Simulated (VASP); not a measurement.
Consider the following.

```
CELL_PARAMETERS angstrom
      1.82934    -3.16850     0.00000
      1.82934     3.16850     0.00000
      0.00000     0.00000     5.82516
ATOMIC_POSITIONS crystal
  Zr 0.00000 0.00000 0.00000
  S  0.33333 0.66667 0.25013
  S  0.66667 0.33333 0.74987
```

Level of theory: rev-vdW-DF2, VASP's PBE PAW potentials (set 64) (plane waves; VASP). Numerical set-up: 520 eV cut-off, 8×8×5 Γ-centred mesh, tetrahedra with Blöchl corrections, potentials Zr_sv S.

Task: What does the run give for the energy per atom (σ→0)?

Result: 
```json
{
  "energy per atom (σ→0)": "-5556 meV/atom"
}
```

Total energies compare only between runs with the same potentials, cut-off and functional.

The compound is ZrS2 in the 1T layered structure. It was relaxed first.
